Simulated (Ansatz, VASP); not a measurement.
# Mo (Mo(100)) in two plane-wave programs, part 2 of 2

Wanted: the spread between two codes on one cell, functional and k mesh. Of the first pair: The structure shown is the start of the Ansatz relaxation below; VASP solves that cell, so the two are compared at the walk's first step.

VASP 6.6.1 and Ansatz 0.2.0.

So far. Step 4 (Comparison): The forces differ by 12 meV/Å r.m.s., which is 1.3 % of the r.m.s. force of 0.884 eV/Å (both taken over all components). With vacuum in the cell, a pressure given here is an average over mostly empty space and none of the material.

## 5. Ansatz: relaxation, PBE

Level of this step: Ansatz beside VASP: Kohn-Sham DFT, plane waves, PBE (Ansatz).

This run makes the geometry at which the two programs are then compared.

The structure compared here is the end of the Ansatz relaxation.

input.yaml

```yaml
crystal:
  lattice:
    - [3.15, 0.0, 0.0]
    - [0.0, 3.15, 0.0]
    - [0.0, 0.0, 22.725]
  atoms:
    - { symbol: Mo, position: [0.5, 0.5, 0.396039604] }
    - { symbol: Mo, position: [0.0, 0.0, 0.4653465347] }
    - { symbol: Mo, position: [0.5, 0.5, 0.5346534653] }
    - { symbol: Mo, position: [0.0, 0.0, 0.603960396] }
kpoints:
  mp_grid: { grid: [12, 12, 1] }
hamiltonian:
  xc: pbe
scf:
  occupations: { method: fermi_dirac, width: 0.1 }
  convergence: { dr2_threshold: 1.0e-08 }
efield:
  axis: 3
  dipole_correction: true
  ramp_position: 0.97
  ramp_width: 0.06
relax:
  f_tol: 0.02
  max_steps: 60
  constraints: [{ sites: [0, 1] }]
output:
  write_potential: true
  write_density: true
  volumetric_format: npy
```

Run with:

```bash
ansatz run input.yaml --threads 4 --pin off --max-ram 16384MiB --backend cpu --events-out ev --progress --plain --runs-dir out
```

Numbers of over 12 decimals in the logs are rounded to 6 here.

What it wrote:

```text
[...]
Crystal: 4 atoms, lattice volume = 225.489 Å³
Basis set: ecut = 420 eV, 4451 PW (Γ), exchange–correlation on 48×48×320 points (8 copies of the dense FFT grid, shifted against one another)
Bands: 34, of which v1, the nominal top of the filled ones, is band 28 counted from 1 (27 counted from 0)
Symmetry: 8 space group operations
k-points: 28 of 144
[...]
--- Relaxed structure (4 steps of the walk, 4 accepted, 0 SCFs on fresh bases) ---
  F+E_penalty+E_count = -19819.99592565 eV   max|allowed force component| = 1.546e-2 eV/Å
  atoms:
    - { symbol: Mo, position: [0.500000, 0.500000, 0.396039604] }
    - { symbol: Mo, position: [0.0, 0.0, 0.4653465347] }
    - { symbol: Mo, position: [0.500000, 0.500000, 0.537601] }
    - { symbol: Mo, position: [-7.781659398498363e-18, 0, 0.598409] }
[key lines of the parts left out:]
SCF converged after 8 iterations
Free energy (F): -19819.995926 eV
Fermi energy:    3.091665 eV
Dipole field:    D = 0.001336 V/Å  (p = 0.001665 e·Å, saw-weighted, corrected)
Work function:   Φ+ = 3.8304 eV   Φ− = 3.8607 eV
```

## 6. VASP: single point, PBE, relaxed cell, pair 2

The same cell, functional, mesh and smearing now go to VASP, with its own data sets.

INCAR

```
SYSTEM = Mo
PREC = Accurate
ENCUT = 400
EDIFF = 1E-06
NELM = 120
ISMEAR = -1
SIGMA = 0.1
LREAL = .FALSE.
ALGO = Normal
GGA = PE
NBANDS = 34
LASPH = .TRUE.
LORBIT = 11
LWAVE = .FALSE.
LCHARG = .FALSE.
ISIF = 2
LDIPOL = .TRUE.
IDIPOL = 3
DIPOL = 0.5 0.5 0.5
LVHAR = .TRUE.
GGA_COMPAT = .FALSE.
NELMDL = -8
```

POSCAR

```
Mo
1.0
    3.1500000000      0.0000000000      0.0000000000
    0.0000000000      3.1500000000      0.0000000000
    0.0000000000      0.0000000000     22.7250000000
Mo
4
Direct
    0.5000000000      0.5000000000      0.3960396040
    0.0000000000      0.0000000000      0.4653465347
    0.5000000000      0.5000000000      0.5376005209
    0.0000000000      0.0000000000      0.5984086371
```

KPOINTS

```
Automatic mesh
0
Gamma
12 12 1
0 0 0
```

Potentials, in the order of the species: Mo_sv (PBE family, release 64).

Run with:

```bash
mpirun -np 1 vasp_std
```

What it wrote:

```text
[... set-up lines as in an earlier step ...]
 entering main loop
       N       E                     dE             d eps       ncg     rms          rms(c)
DAV:   1     0.427112431023E+03    0.42711E+03   -0.33210E+04  2784   0.118E+03
DAV:   2    -0.271342182045E+02   -0.45425E+03   -0.44670E+03  2258   0.376E+02
DAV:   3    -0.433820841698E+02   -0.16248E+02   -0.15781E+02  2512   0.576E+01
DAV:   4    -0.439384842405E+02   -0.55640E+00   -0.54878E+00  2448   0.812E+00
[...]
DAV:  29    -0.396788372691E+02   -0.29330E-05   -0.45419E-07  1244   0.303E-03    0.645E-04
DAV:  30    -0.396788385509E+02   -0.12818E-05   -0.14008E-07  1214   0.122E-03    0.427E-04
DAV:  31    -0.396788389128E+02   -0.36198E-06   -0.40587E-08  1160   0.588E-04
   1 F= -.39678839E+02 E0= -.39596754E+02  d E =-.164169E+00
```

Parts of OUTCAR (step 6):

```text
  Total       -5.1075793     -5.1075793     -2.9104828      0.0000000      0.0000000     -0.0000000
  in kB      -36.2911474    -36.2911474    -20.6800043      0.0000000      0.0000000     -0.0000000
  external PRESSURE =     -31.0874330 kB  Pullay stress =       0.0000000 kB

 POSITION                                       TOTAL-FORCE (eV/Angst)
 -----------------------------------------------------------------------------------
      1.57500      1.57500      9.00000        -0.000000     -0.000000      1.621396
      0.00000      0.00000     10.57500         0.000000      0.000000     -1.628446
      1.57500      1.57500     12.21697        -0.000000      0.000000     -0.023827
      0.00000      0.00000     13.59884        -0.000000      0.000000      0.030877
 -----------------------------------------------------------------------------------
    total drift:                                0.000000     -0.000000      0.000540

  FREE ENERGIE OF THE ION-ELECTRON SYSTEM (eV)
  ---------------------------------------------------
  free  energy   TOTEN  =       -39.6788389128 eV

  energy  without entropy=      -39.5146695904  energy(sigma->0) =      -39.59675425

[... 2 parts as in an earlier step ...]

[... 1 further part left out ...]
[key lines of the parts left out:]
E-fermi :   0.7291
```

## 7. Comparison

The two programs side by side:

| quantity | Ansatz | VASP | difference |
| --- | --- | --- | --- |
| work function, lower of the two faces (eV) | 3.83 | 3.83 | 0.00 |
| work function, higher of the two faces (eV) | 3.86 | 3.86 | 0.00 |

Forces (eV/Å; atoms numbered as in POSCAR):

| atom | Ansatz x, y, z | VASP x, y, z |
| --- | --- | --- |
| Mo1 | 0.000, 0.000, 1.652 | 0.000, 0.000, 1.621 |
| Mo2 | 0.000, 0.000, -1.626 | 0.000, 0.000, -1.628 |
| Mo3 | 0.000, 0.000, -0.015 | 0.000, 0.000, -0.024 |
| Mo4 | 0.000, 0.000, -0.010 | 0.000, 0.000, 0.031 |

The forces differ by 15 meV/Å r.m.s., which is 2.3 % of the r.m.s. force of 0.663 eV/Å (both taken over all components). With vacuum in the cell, a pressure given here is an average over mostly empty space and none of the material.

## 8. What came out

```json
{
 "r.m.s. force difference (single point, PBE, start cell, pair 1)": "1.3 % of the r.m.s. force",
 "r.m.s. force difference (single point, PBE, relaxed cell, pair 2)": "2.3 % of the r.m.s. force"
}
```

In words: The r.m.s. force difference is 2.3 % of the r.m.s. force (single point, PBE, relaxed cell, pair 2), within the 3 % picked in this series as the mark of a large difference. Such differences can come from data sets, numerical settings and the points named under the comparisons, not from the functional's error against experiment.

[Lines on the potential files, build, host, timing and source positions are cut from VASP's logs without a mark.]

[Logs are printed without paths, hosts, clocks, repeated set-up lines and the standing remarks that a program may print on its own settings, such as how far it seeks lower states.]

[Hosts, paths, dates, database ids (printed as entryN), source tags and the programs' standing remarks are cut or masked in the printed files.]
